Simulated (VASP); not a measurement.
Consider the following.

```
AuCu
1.0
    2.85600     0.00000     0.00000
    0.00000     2.85600     0.00000
    0.00000     0.00000     3.74340
Cu Au
1 1
Cartesian
  0.00000   0.00000   0.00000
  1.42800   1.42800   1.87170
```

Computed with RPBE GGA, VASP's PBE PAW potentials (set 64) (plane waves; VASP). Numerical set-up: 400 eV cut-off, 11×11×9 Γ-centred mesh, first-order Methfessel-Paxton smearing of 0.10 eV, potentials Cu Au.

Unless said otherwise, spin-orbit coupling is left out, though it shifts the bands of the heavy elements here.

**Question.** Estimate the energy per atom (σ→0), pressure, band gap (on the k-mesh) with the smallest direct gap where there is one.

**Answer.** 
- band gap (on the k-mesh) = none (metal, semimetal or under 0.01 eV)
- energy per atom (σ→0) = -3005 meV/atom
- pressure = 15.1 kbar

The compound is CuAu in the L1_0 structure. The cell was not relaxed at this level. The run is one of a series of settings (GGA = RP against the base run), some of them coarse on purpose.
